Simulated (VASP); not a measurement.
Output of a VASP run:

File OSZICAR:
```
       N       E                     dE             d eps       ncg     rms          rms(c)
DAV:   1     0.108793641205E+03    0.10879E+03   -0.79689E+03   754   0.148E+03
DAV:   2     0.237918444923E+01   -0.10641E+03   -0.10052E+03   774   0.274E+02
DAV:   3    -0.548718964683E+01   -0.78664E+01   -0.77488E+01  1002   0.860E+01
DAV:   4    -0.575486544480E+01   -0.26768E+00   -0.26751E+00   960   0.140E+01
DAV:   5    -0.576428113763E+01   -0.94157E-02   -0.94153E-02  1088   0.271E+00    0.606E+00
DAV:   6    -0.567209773587E+01    0.92183E-01   -0.43036E+00   792   0.623E+01    0.396E+00
DAV:   7    -0.548920642367E+01    0.18289E+00   -0.98346E-01   834   0.371E+01    0.199E+00
DAV:   8    -0.549160652084E+01   -0.24001E-02   -0.60602E-02  1123   0.445E+00    0.539E-01
DAV:   9    -0.548743208554E+01    0.41744E-02   -0.20616E-02   941   0.471E+00    0.141E-01
DAV:  10    -0.548761262857E+01   -0.18054E-03   -0.92137E-04   944   0.332E-01    0.794E-02
DAV:  11    -0.548767427213E+01   -0.61644E-04   -0.45719E-04   981   0.684E-01    0.343E-02
DAV:  12    -0.548767020891E+01    0.40632E-05   -0.52021E-05  1201   0.169E-01    0.269E-02
DAV:  13    -0.548766908606E+01    0.11229E-05   -0.16943E-06   749   0.324E-02    0.146E-02
DAV:  14    -0.548766848531E+01    0.60075E-06   -0.77996E-06  1142   0.757E-02
   1 F= -.38978917E+01 E0= -.38978917E+01  d E =-.389789E+01
```

File OUTCAR:
```
------------------------ aborting loop because EDIFF is reached ----------------------------------------
  FORCE on cell =-STRESS in cart. coord.  units (eV):
  Direction    XX          YY          ZZ          XY          YZ          ZX
  --------------------------------------------------------------------------------------
  Total        1.5779220      1.5779220      1.5779220      0.0000000      0.0000000      0.0000000
  in kB       49.6271580     49.6271580     49.6271580      0.0000000      0.0000000      0.0000000
  external PRESSURE =      -0.3728420 kB  Pullay stress =      50.0000000 kB
  volume of cell :       50.94
      direct lattice vectors                 reciprocal lattice vectors
     0.000000000  2.942268085  2.942268085    -0.169936928  0.169936928  0.169936928
     2.942268085  0.000000000  2.942268085     0.169936928 -0.169936928  0.169936928
     2.942268085  2.942268085  0.000000000     0.169936928  0.169936928 -0.169936928
  FREE ENERGIE OF THE ION-ELECTRON SYSTEM (eV)
  ---------------------------------------------------
  free  energy   TOTEN  =        -5.4876684853 eV

  energy  without entropy=       -5.4876684853  energy(sigma->0) =       -5.48766849
  enthalpy is  TOTEN    =        -3.8978917376 eV   P V=        1.5897767477

 reached required accuracy - stopping structural energy minimisation
```
(Selected blocks of OUTCAR.)

**POSCAR**
```
CuI
1
    0.0000000000     2.9422680853     2.9422680853
    2.9422680853    -0.0000000000     2.9422680853
    2.9422680853     2.9422680853    -0.0000000000
Cu I
1 1
Direct
  0.0000000000   0.0000000000   0.0000000000
  0.2500000000   0.2500000000   0.2500000000
```

**Question.** Reconstruct the remaining input files.

**Answer.** One answer among several that fit: the input of the run itself, PBE GGA, plane waves, VASP's PBE PAW potentials (set 64).

**INCAR**
```
# general
SYSTEM  = CuI
PREC    = Accurate
ENCUT   = 500
LREAL   = .False.
LASPH   = .True.

# electronic loop
EDIFF   = 1E-6
NELM    = 100
ALGO    = Normal
LMAXMIX = 4

# smearing
ISMEAR  = 0
SIGMA   = 0.05

# functional
GGA     = PE

# ions
IBRION  = 2
NSW     = 40
ISIF    = 3
EDIFFG  = -0.02
PSTRESS = 50

# output
LWAVE   = .False.
LCHARG  = .False.
```

File KPOINTS:
```
Automatic mesh
0
gamma
8 8 8
0 0 0
```

POTCAR, in this order: Cu I (PBE.64 set). Program: vasp_std.

The compound is CuI in the zinc blende structure. It was relaxed first under an external pressure of 5 GPa.
